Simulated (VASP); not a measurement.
**SiC: relaxation of cell and atoms with PBE**

Crystal: SiC.

```
Si C
1.0
     0.00000    2.18970    2.18970
     2.18970    0.00000    2.18970
     2.18970    2.18970    0.00000
Si C
1 1
Direct
  0.00000 0.00000 0.00000
  0.25000 0.25000 0.25000
```

```
Program                : VASP 6.6.1
Task                   : relaxation of cell and atoms
Functional             : PBE
Potentials or basis    : VASP PAW PBE potentials, release 64 (Si, C)
Cutoff                 : 520 eV
k mesh                 : 12 × 12 × 12
Occupations            : gaussian, width 0.02 eV
Spin                   : no spin polarisation
Further INCAR settings : ALGO = Fast; EDIFF = 1e-07; AMIX = 0.2; IBRION = 2; EDIFFG = -0.002; NSW = 80; ISIF = 3
```

```
Pressure after relaxing : 0.0 GPa
Band gap on the k mesh  : 1.37 eV, indirect (least direct gap 4.53 eV)
```

Final structure:
```yaml
crystal:
  lattice:
    - [0.00000, 2.18970, 2.18970]
    - [2.18970, 0.00000, 2.18970]
    - [2.18970, 2.18970, 0.00000]
  atoms:
    - { symbol: Si, position: [0.00000, 0.00000, 0.00000] }
    - { symbol: C, position: [0.25000, 0.25000, 0.25000] }
```

Levels at points of the mesh, in eV from the valence-band top:
```
           k point  band 2  band 3  band 4  band 5  band 6  band 7
(0.00, 0.00, 0.00)    0.00    0.00    0.00    6.06    7.21    7.21
(0.50, 0.00, 0.00)   -8.45   -1.05   -1.05    5.30    7.17    7.17
(0.50, 0.50, 0.00)   -7.75   -3.16   -3.16    1.37    4.27   13.86
```

Wall time 7.2 s on 1 thread of Intel(R) Xeon(R) Platinum 8488C (Sapphire Rapids), on a shared host, peak memory 0.13 GiB.

Caveat: the relaxation stopped at its first step, so nothing moved. A k mesh can miss the band edges.
